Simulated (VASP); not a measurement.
Crystal: CdSe.

```xyz
4
Lattice="4.3000 0.0000 0.0000 -2.1500 3.7239 0.0000 0.0000 0.0000 7.0200" Properties=species:S:1:pos:R:3 pbc="T T T"
Cd    0.0000    2.4826    0.0000
Cd    2.1500    1.2413    3.5100
Se    0.0000    2.4826    2.7027
Se    2.1500    1.2413    6.2127
```

| Quantity | Value |
| --- | --- |
| Program | VASP 6.6.1 |
| Task | relaxation of cell and atoms |
| Functional | PBE |
| Potentials or basis | VASP PAW PBE potentials, release 64 (Cd, Se) |
| Cutoff | 600 eV |
| k mesh | 9 × 9 × 4 |
| Occupations | gaussian, width 0.02 eV |
| Spin | no spin polarisation |

At the start: pressure 3.3 GPa; volume 28.10 Å³/atom.

How do energy, volume and symmetry change on relaxing?

Over 12 steps the energy falls by 21.9 meV/atom and the volume is 29.90 Å³/atom (+6.4 %); space group P6_3mc (No. 186, to 0.05 Å).

The path:
| step | energy change (eV) | largest force (eV/Å) | pressure (GPa) | volume (Å³) |
| --- | --- | --- | --- | --- |
| 1 | 0.0000 | 0.2908 | 3.29 | 112.41 |
| 2 | -0.0772 | 0.0485 | -0.87 | 122.06 |
| 3 | -0.0835 | 0.0925 | -0.07 | 119.80 |
| 4 | -0.0835 | 0.0893 | -0.13 | 119.95 |
| 5 | -0.0849 | 0.0565 | -0.06 | 119.77 |
| 6 | -0.0857 | 0.0070 | 0.03 | 119.52 |
| 7 | -0.0869 | 0.0087 | 0.04 | 119.50 |
| 8 | -0.0877 | 0.0114 | 0.05 | 119.45 |
| 9 | -0.0877 | 0.0003 | -0.04 | 119.70 |
| 10 | -0.0877 | 0.0037 | -0.01 | 119.63 |
| 11 | -0.0877 | 0.0034 | -0.01 | 119.63 |
| 12 | -0.0877 | 0.0005 | 0.00 | 119.59 |

Final structure:
```
Cd Se
1.0
     4.38993    0.00000    0.00000
    -2.19497    3.80179    0.00000
     0.00000    0.00000    7.16571
Cd Se
2 2
Cartesian
  0.0000 2.5345 0.0333
  2.1950 1.2673 3.6161
  0.0000 2.5345 2.7255
  2.1950 1.2673 6.3084
```
